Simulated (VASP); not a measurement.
# NaMg6Ni (Amm2) in VASP: notebook

The runs below take NaMg6Ni through single point, with LDA.

Program: VASP 6.6.1. These are calculated values, not measurements. Logs are shortened: lines on timing, memory, paths and dates and some standing lists are left out, and cuts for length are marked.

**1. The structure**

The structure is orthorhombic, space group Amm2 (No. 38). Conventional cell: a = 4.955 Å, b = 6.293 Å, c = 10.770 Å, α = 90.00°, β = 90.00°, γ = 90.00°. Ni (site symmetry mm2) has 8 Mg at 2.77 to 3.16 Å as nearest neighbours. Mg (site symmetry mm2) has 10 Mg at 3.05 to 3.13 Å and 2 Na at 3.15 Å as nearest neighbours. Mg (site symmetry m) is surrounded by 2 Ni at 2.92 Å and 8 Mg at 2.94 to 3.36 Å and 2 Na at 2.97 to 3.27 Å. Around Mg (site symmetry mm2) lie 10 Mg at 3.08 to 3.15 Å and 2 Ni at 3.16 Å. Around Mg (site symmetry m) lie 1 Ni at 2.77 Å and 7 Mg at 3.04 to 3.15 Å and 2 Na at 3.12 Å. Na (site symmetry mm2) has 10 Mg at 2.97 to 3.27 Å and 2 Ni at 3.25 Å as nearest neighbours.

The cell comes from a database or a generator and needn't be the stable form of this composition.

**2. Single point, LDA, collinear spin, ferromagnetic start**

File INCAR:

```
SYSTEM = NaMg6Ni
ALGO = Normal
EDIFF = 1E-6
ENCUT = 550
GGA = CA
ISIF = 2
ISMEAR = 0
ISPIN = 2
LASPH = .True.
LCHARG = .True.
LELF = .True.
LMAXMIX = 4
LORBIT = 11
LREAL = .False.
LVHAR = .True.
LWAVE = .False.
MAGMOM = 1 0 0 0 0 0 0 0
NELM = 150
PREC = Accurate
SIGMA = 0.1
```

File KPOINTS:

```
k-points
0
Gamma
  6 5 5
  0 0 0
```

File POSCAR:

```
NaMg6Ni
4.9554
    1.000001210800      0.000000000000      0.000000000000
    0.000000000000      0.634925031279      1.086706824878
    0.000000000000     -0.634925031279      1.086706824878
Ni Mg Na
1 6 1
Direct
    0.0000000000      0.8628530000      0.8628530000
    0.5000000000      0.1639470000      0.1639470000
    0.5000000000      0.6741350000      0.1408510000
    0.5000000000      0.1408510000      0.6741350000
    0.0000000000      0.3344430000      0.3344430000
    0.0000000000      0.8365050000      0.3197090000
    0.0000000000      0.3197090000      0.8365050000
    0.5000000000      0.6675570000      0.6675570000
```

Potentials or basis: VASP PAW LDA potentials, release 64 (Ni_GW, Mg_GW, Na_sv_GW).

Command:

```bash
$ cat potpaw_LDA.64/Ni_GW/POTCAR potpaw_LDA.64/Mg_GW/POTCAR potpaw_LDA.64/Na_sv_GW/POTCAR > POTCAR
$ mpirun -np 1 vasp_std > vasp.out
```

OUTCAR:

```text
SYSTEM = NaMg6Ni
   EDIFF = 1E-6
   ENCUT = 550
   GGA = CA
   ISIF = 2
   ISMEAR = 0
   ISPIN = 2
   LASPH = .True.
   LORBIT = 11
   LREAL = .False.
   NELM = 150
   PREC = Accurate

 ion  position               nearest neighbor table
   1  0.000  0.863  0.863-   6 2.77   7 2.77
   2  0.500  0.164  0.164-
   3  0.500  0.674  0.141-
   4  0.500  0.141  0.674-
   5  0.000  0.334  0.334-
   6  0.000  0.837  0.320-   1 2.77
   7  0.000  0.320  0.837-   1 2.77
   8  0.500  0.668  0.668-

  LATTYP: Found a base centered orthorhombic cell.
 ALAT       =     6.2926150000
 B/A-ratio  =     1.7115513979
 C/A-ratio  =     0.7874955007

  Lattice vectors:

 A1 = (   0.0000000000,   3.1463075000,  -5.3850670000)
 A2 = (   0.0000000000,   3.1463075000,   5.3850670000)
 A3 = (   4.9554060000,   0.0000000000,   0.0000000000)

Analysis of symmetry for initial positions (statically):
=====================================================================
 Subroutine PRICEL returns:
 Original cell was already a primitive cell.

 Routine SETGRP: Setting up the symmetry group for a
 base centered orthorhombic supercell.

 Subroutine GETGRP returns: Found  4 space group operations
 (whereof  4 operations were pure point group operations)
 out of a pool of  8 trial point group operations.

The static configuration has the point symmetry C_2v.

Analysis of symmetry for dynamics (positions and initial velocities):
=====================================================================
 Subroutine PRICEL returns:
 Original cell was already a primitive cell.

 Routine SETGRP: Setting up the symmetry group for a
 base centered orthorhombic supercell.

 Subroutine GETGRP returns: Found  4 space group operations
 (whereof  4 operations were pure point group operations)
 out of a pool of  8 trial point group operations.

The dynamic configuration has the point symmetry C_2v.

Analysis of structural, dynamic, and magnetic symmetry:
=====================================================================
 Subroutine PRICEL returns:
 Original cell was already a primitive cell.

 Routine SETGRP: Setting up the symmetry group for a
 base centered orthorhombic supercell.

 Subroutine GETGRP returns: Found  4 space group operations
 (whereof  4 operations were pure point group operations)
 out of a pool of  8 trial point group operations.

The overall configuration has the point symmetry C_2v.

 Subroutine INISYM returns: Found  4 space group operations
 (whereof  4 operations are pure point group operations),
 and found     1 'primitive' translations

----------------------------------------------------------------------------------------

                                     Primitive cell

  volume of cell :     167.9196

  direct lattice vectors                    reciprocal lattice vectors
     4.955406000  0.000000000  0.000000000     0.201799812  0.000000000  0.000000000
     0.000000000  3.146307500  5.385067000     0.000000000  0.158916444  0.092849355
     0.000000000 -3.146307500  5.385067000     0.000000000 -0.158916444  0.092849355

  length of vectors
     4.955406000  6.236841948  6.236841948     0.201799812  0.184052816  0.184052816

  position of ions in fractional coordinates (direct lattice)
     0.000000000  0.862853000  0.862853000
     0.500000000  0.163947000  0.163947000
     0.500000000  0.674135000  0.140851000
     0.500000000  0.140851000  0.674135000
     0.000000000  0.334443000  0.334443000
     0.000000000  0.836505000  0.319709000
     0.000000000  0.319709000  0.836505000
     0.500000000  0.667557000  0.667557000

  ion indices of the primitive-cell ions
   primitive index   ion index
                 1           1
                 2           2
                 3           3
                 4           4
                 5           5
                 6           6
                 7           7
[... 57 lines left out ...]
   total plane-waves  NPLWV =  92160
   dimension x,y,z NGX =    40 NGY =   48 NGZ =   48
   dimension x,y,z NGXF=    80 NGYF=   96 NGZF=   96
   ions per type =               1   6   1
   NGX,Y,Z   is equivalent  to a cutoff of  13.42, 12.79, 12.79 a.u.
   NGXF,Y,Z  is equivalent  to a cutoff of  26.84, 25.59, 25.59 a.u.
 SYSTEM =  NaMg6Ni
   PREC   = accura    normal or accurate (medium, high low for compatibility)
   ISTART =      0    job   : 0-new  1-cont  2-samecut
   ICHARG =      2    charge: 1-file 2-atom 10-const
   ISPIN  =      2    spin polarized calculation?
   LNONCOLLINEAR =      F non collinear calculations
   LSORBIT =      F    spin-orbit coupling
   LASPH  =      T    aspherical Exc in radial PAW
   ENCUT  =  550.0 eV  40.42 Ry    6.36 a.u.   9.48 11.93 11.93*2*pi/ulx,y,z
   NELM   =    150;   NELMIN=  2; NELMDL= -5     # of ELM steps
   EDIFF  = 0.1E-05   stopping-criterion for ELM
   LREAL  =      F    real-space projection
   EDIFFG = 0.1E-04   stopping-criterion for IOM
   NSW    =      0    number of steps for IOM
   IBRION =     -1    ionic relax: 0-MD 1-quasi-New 2-CG
   NFREE  =      0    steps in history (QN), initial steepest desc. (CG)
   ISIF   =      2    stress and relaxation
   ISYM   =      2    0-nonsym 1-usesym 2-fastsym
   POTIM  = 0.5000    time-step for ionic-motion
   TEBEG  =    0.0;   TEEND  =   0.0 temperature during run
   PSTRESS=    0.0 pullay stress
   NELECT =      31.0000    total number of electrons
   NUPDOWN=      -1.0000    fix difference up-down
   EMIN   =  10.00;   EMAX   =-10.00  energy-range for DOS
   EFERMI =   0.00;   METHOD = LEGACY
   ISMEAR =     0;   SIGMA  =   0.10  broadening in eV -4-tet -1-fermi 0-gaus
   EFERMI_NEDOS =   21; number of points for ismear=-14 and -15
   IALGO  =     38    algorithm
   IMIX   =      4    mixing-type and parameters
     AMIX     =   0.40;   BMIX     =  1.00
     AMIX_MAG =   1.60;   BMIX_MAG =  1.00
  volume/ion in A,a.u.               =      20.99       141.65
  Fermi-wavevector in a.u.,A,eV,Ry     =   0.932170  1.761545 11.822646  0.868940
  Thomas-Fermi vector in A             =   2.058739
   LORBIT       =     11    0 simple, 1 ext, 2 COOP (PROOUT), +10 PAW based schemes
   GGA     = CA    functional components
   LHFCALC =     F    Hartree Fock is set to
   AEXX    =    0.0000 exact exchange contribution
   IVDW    =     0    specifies the selected vdW correction
   LEPSILON=     F    determine dielectric tensor
   LRPA    =     F    only Hartree local field effects (RPA)
 spin polarized calculation
 Gauss-broadening in eV      SIGMA  =   0.10
  energy-cutoff  :      550.00
  volume of cell :      167.92
 maximum number of plane-waves:      4944
 NGX is ok and might be reduce to    40
   NGX = 19   NGY = 23   NGZ = 23

 number of electron      30.9999997 magnetization      -0.0002630

 number of electron      30.9999997 magnetization       0.0012364

 Free energy of the ion-electron system (eV)
  ---------------------------------------------------
  ext. energy  EPLUGINS =         0.00000000
  ---------------------------------------------------
  free energy    TOTEN  =       -19.80281140 eV

  energy without entropy =      -19.78053816  energy(sigma->0) =      -19.79167478

 E-fermi :   2.3364     XC(G=0):  -9.0719

 val. band max:        2.3270822470   @ k =   0.3333  -0.2000   0.2000
 cond. band min:       2.3402152811   @ k =   0.0000   0.2000   0.2000
 fundamental gap:      0.0131330341
 Fermi energy:         2.3364383258

 spin component 1

 k-point     1 :       0.0000    0.0000    0.0000
  band No.  band energies     occupation
      1     -49.1189      1.00000
      2     -21.7260      1.00000
      3     -21.7120      1.00000
      4     -21.6928      1.00000
      5      -4.3816      1.00000
      6      -0.0132      1.00000
[... 565 lines left out ...]
     20       4.9362      0.00000
     21       5.6743      0.00000

 [... further k-points ...]

 spin component 2

 k-point     1 :       0.0000    0.0000    0.0000
  band No.  band energies     occupation
      1     -49.1189      1.00000
      2     -21.7260      1.00000
      3     -21.7120      1.00000
      4     -21.6928      1.00000
      5      -4.3815      1.00000
      6      -0.0130      1.00000
[... 565 lines left out ...]
     20       4.9364      0.00000
     21       5.6744      0.00000

 [... further k-points ...]

------------------------ aborting loop because EDIFF is reached ----------------------------------------

  FORCE on cell =-STRESS in cart. coord.  units (eV):
  Direction    XX          YY          ZZ          XY          YZ          ZX
  --------------------------------------------------------------------------------------
  -------------------------------------------------------------------------------------
  Total       -3.4529238     -2.4368045     -1.7347340      0.0000000      0.0000000      0.0000000
  in kB      -32.9454965    -23.2503638    -16.5516748      0.0000000      0.0000000      0.0000000
  external PRESSURE =     -24.2491784 kB  Pullay stress =       0.0000000 kB

 VOLUME and BASIS-vectors are now :
 -----------------------------------------------------------------------------
  energy-cutoff  :      550.00
  volume of cell :      167.92
      direct lattice vectors                 reciprocal lattice vectors
     4.955406000  0.000000000  0.000000000     0.201799812  0.000000000  0.000000000
     0.000000000  3.146307500  5.385067000     0.000000000  0.158916444  0.092849355
     0.000000000 -3.146307500  5.385067000     0.000000000 -0.158916444  0.092849355

 POSITION                                       TOTAL-FORCE (eV/Angst)
 -----------------------------------------------------------------------------------
      0.00000      0.00000      9.29304         0.000000     -0.000000      0.242913
      2.47770      0.00000      1.76573         0.000000     -0.000000      0.012578
      2.47770      1.67788      4.38875         0.000000      0.087396     -0.041032
      2.47770     -1.67788      4.38875         0.000000     -0.087396     -0.041032
      0.00000      0.00000      3.60200         0.000000     -0.000000     -0.027096
      0.00000      1.62600      6.22629         0.000000      0.069724     -0.095084
      0.00000     -1.62600      6.22629         0.000000     -0.069724     -0.095084
      2.47770      0.00000      7.18968         0.000000     -0.000000      0.043836
 -----------------------------------------------------------------------------------
    total drift:                                0.000000      0.000000      0.001553

  FREE ENERGIE OF THE ION-ELECTRON SYSTEM (eV)
  ---------------------------------------------------
  free  energy   TOTEN  =       -19.8028113997 eV

  energy  without entropy=      -19.7805381613  energy(sigma->0) =      -19.79167478

 total charge

# of ion       s       p       d       f       tot
--------------------------------------------------
    1        0.419   0.205   8.351   0.000   8.976
    2        0.237   0.144   0.011   0.000   0.391
    3        0.221   0.136   0.013   0.000   0.370
    4        0.221   0.136   0.013   0.000   0.370
    5        0.208   0.137   0.014   0.000   0.359
    6        0.221   0.136   0.013   0.000   0.370
    7        0.221   0.136   0.013   0.000   0.370
    8        2.014   6.019   0.011   0.000   8.044
--------------------------------------------------
tot          3.760   7.049   8.439   0.000  19.249

 magnetization (x)

# of ion       s       p       d       f       tot
--------------------------------------------------
    1        0.000   0.000   0.000   0.000   0.000
    2       -0.000   0.000   0.000   0.000   0.000
    3        0.000   0.000  -0.000   0.000   0.000
    4        0.000   0.000  -0.000   0.000   0.000
    5        0.000   0.000   0.000   0.000   0.000
    6       -0.000  -0.000  -0.000   0.000  -0.000
    7       -0.000  -0.000  -0.000   0.000  -0.000
    8        0.000   0.000   0.000   0.000   0.000
--------------------------------------------------
tot          0.000   0.000   0.000   0.000   0.000
```

Run time: 3.9 min. Hardware: 1 thread of AMD EPYC 9R45 (Zen 5), shared host; peak memory 0.4 GiB.

Results:

- Free energy: -19.8028 eV
- Pressure: -2.4 GPa
- Largest force: 0.243 eV/Å
- Band gap on the k mesh: none (metal or under the smearing width)
- Net moment: 0.00 μB per cell
- Valence electrons inside the program's atomic spheres: Ni 8.98; Mg 0.39, 0.37, 0.36; Na 8.04

Forces on the atoms (eV/Å):
```
Ni   0.000  0.000  0.243
Mg   0.000  0.000  0.013
Mg   0.000  0.087 -0.041
Mg   0.000 -0.087 -0.041
Mg   0.000  0.000 -0.027
Mg   0.000  0.070 -0.095
Mg   0.000 -0.070 -0.095
Na   0.000  0.000  0.044
```

**3. Single point, LDA, collinear spin, ferromagnetic start**

File run.py:

```python
from ase.calculators.vasp import Vasp
from ase.dft.bandgap import bandgap
from ase.io import read

atoms = read('NaMg6Ni.xyz')
atoms.set_initial_magnetic_moments([1.0, 0.0, 0.0, 0.0, 0.0, 0.0, 0.0, 0.0])
calc = Vasp(
    directory='calc',
    xc='lda',
    pp='LDA',
    setups={'base': 'minimal', 'Ni': '_GW', 'Mg': '_GW', 'Na': '_sv_GW'},
    prec='Accurate',
    encut=550,
    ediff=1e-07,
    ismear=0,
    sigma=0.1,
    lreal=False,
    lasph=True,
    nelm=100,
    algo='Normal',
    isif=2,
    lwave=False,
    lcharg=False,
    ispin=2,
    lorbit=11,
    lmaxmix=4,
    kpts=[6, 5, 5],
    gamma=True,
)
atoms.calc = calc

print('energy (eV):', atoms.get_potential_energy())
print('free energy (eV):', atoms.get_potential_energy(force_consistent=True))
print('forces (eV/A):')
print(atoms.get_forces())
print('stress (eV/A^3, Voigt):', atoms.get_stress())
print('Fermi level (eV):', calc.get_fermi_level())
print('moment (muB):', atoms.get_magnetic_moment())
print('site moments (muB):', atoms.get_magnetic_moments())
gap, top, bottom = bandgap(calc)
print('band gap (eV):', gap, 'from (spin, k, band)', top, 'to', bottom)
```

File NaMg6Ni.xyz:

```xyz
8
Lattice="4.9554060000 0.0000000000 0.0000000000 0.0000000000 3.1463075000 5.3850670000 0.0000000000 -3.1463075000 5.3850670000" Properties=species:S:1:pos:R:3 pbc="T T T"
Ni     0.0000000000      0.0000000000      9.2930424323
Mg     2.4777030000      0.0000000000      1.7657311589
Mg     2.4777030000      1.6778754488      4.3887542141
Mg     2.4777030000     -1.6778754488      4.3887542141
Mg     0.0000000000      0.0000000000      3.6019959254
Mg     0.0000000000      1.6259991308      6.2262898563
Mg     0.0000000000     -1.6259991308      6.2262898563
Na     2.4777030000      0.0000000000      7.1896783426
```

Potentials or basis: VASP PAW LDA potentials, release 64 (Ni_GW, Mg_GW, Na_sv_GW).

Command:

```bash
$ python run.py
```

Wall time 4.2 min (1 thread of AMD EPYC 9R45 (Zen 5), shared host); peak memory 0.4 GiB.

The run converged. Its results:

```
Free energy                                           : -19.8028 eV
Pressure                                              : -2.4 GPa
Largest force                                         : 0.243 eV/Å
Band gap on the k mesh                                : none (metal or under the smearing width)
Net moment                                            : 0.00 μB per cell
Valence electrons inside the program's atomic spheres : Ni 8.98; Mg 0.39, 0.37, 0.36; Na 8.04
```

Forces on the atoms (eV/Å):
```
Ni   0.000  0.000  0.243
Mg   0.000  0.000  0.013
Mg   0.000  0.087 -0.041
Mg   0.000 -0.087 -0.041
Mg   0.000  0.000 -0.027
Mg   0.000  0.070 -0.095
Mg   0.000 -0.070 -0.095
Na   0.000  0.000  0.044
```

Stress tensor (GPa, compression positive):
```
-3.30  0.00  0.00
 0.00 -2.33  0.00
 0.00  0.00 -1.66
```

Levels at points of the mesh, in eV from the Fermi level:
Spin up:
| k point | band 12 | band 13 | band 14 | band 15 | band 16 | band 17 | band 18 | band 19 |
| --- | --- | --- | --- | --- | --- | --- | --- | --- |
| (0.00, 0.00, 0.00) | -1.12 | -1.01 | -0.91 | -0.79 | -0.45 | -0.34 | 0.40 | 3.20 |
| (0.50, 0.00, 0.00) | -0.81 | -0.59 | -0.47 | -0.34 | -0.30 | -0.24 | 0.22 | 0.34 |
Spin down:
| k point | band 12 | band 13 | band 14 | band 15 | band 16 | band 17 | band 18 | band 19 |
| --- | --- | --- | --- | --- | --- | --- | --- | --- |
| (0.00, 0.00, 0.00) | -1.12 | -1.01 | -0.91 | -0.79 | -0.45 | -0.34 | 0.40 | 3.20 |
| (0.50, 0.00, 0.00) | -0.81 | -0.59 | -0.47 | -0.34 | -0.30 | -0.24 | 0.22 | 0.34 |

**4. Single point, LDA, collinear spin, random start (volume scaled by 1.15)**

run.py: that of step 3 with these lines changed.

```diff
@@ -4,4 +4,4 @@
 
-atoms = read('NaMg6Ni.xyz')
-atoms.set_initial_magnetic_moments([1.0, 0.0, 0.0, 0.0, 0.0, 0.0, 0.0, 0.0])
+atoms = read('POSCAR')
+atoms.set_initial_magnetic_moments([0.68, 0.0, 0.0, 0.0, 0.0, 0.0, 0.0, 0.0])
 calc = Vasp(
@@ -10,7 +10,8 @@
     pp='LDA',
-    setups={'base': 'minimal', 'Ni': '_GW', 'Mg': '_GW', 'Na': '_sv_GW'},
-    prec='Accurate',
-    encut=550,
+    setups='minimal',
+    pp_version='54',
+    prec='Normal',
+    encut=300,
     ediff=1e-07,
-    ismear=0,
+    ismear=-1,
     sigma=0.1,
@@ -28,2 +29,4 @@
     gamma=True,
+    nbands=26,
+    nelect=23.1,
 )
```

POSCAR: that of step 2 with these lines changed.

```diff
@@ -1,6 +1,6 @@
 NaMg6Ni
-4.9554
-    1.000001210800      0.000000000000      0.000000000000
-    0.000000000000      0.634925031279      1.086706824878
-    0.000000000000     -0.634925031279      1.086706824878
+1.0
+    5.1917270979      0.0000000000      0.0000000000
+    0.0000000000      3.2963534988      5.6418784390
+    0.0000000000     -3.2963534988      5.6418784390
 Ni Mg Na
```

Potentials or basis: VASP PAW LDA potentials, release 54 (Ni, Mg, Na).

Command:

```bash
$ python run.py
```

Wall time 73 s (1 thread of AMD EPYC 9R45 (Zen 5), shared host); peak memory 0.2 GiB.

These settings aren't checked as converged (typed here: PREC = Normal; ENCUT = 300; NELECT = 23.100000): the numbers below hold their error.

What came out:

* Free energy: -17.1290 eV
* Largest force: 0.442 eV/Å
* Band gap on the k mesh: none (metal or under the smearing width)
* Net moment: 0.00 μB per cell
* Valence electrons inside the program's atomic spheres: Ni 8.95; Mg 0.36, 0.34, 0.33; Na 0.16

Caveat: the cell is charged against a uniform background, so pressure and absolute levels hang on convention; the cutoff is under 1.25 times the usual one of these potentials, so pressure, stress and relaxed cells hold a basis-set (Pulay) error.
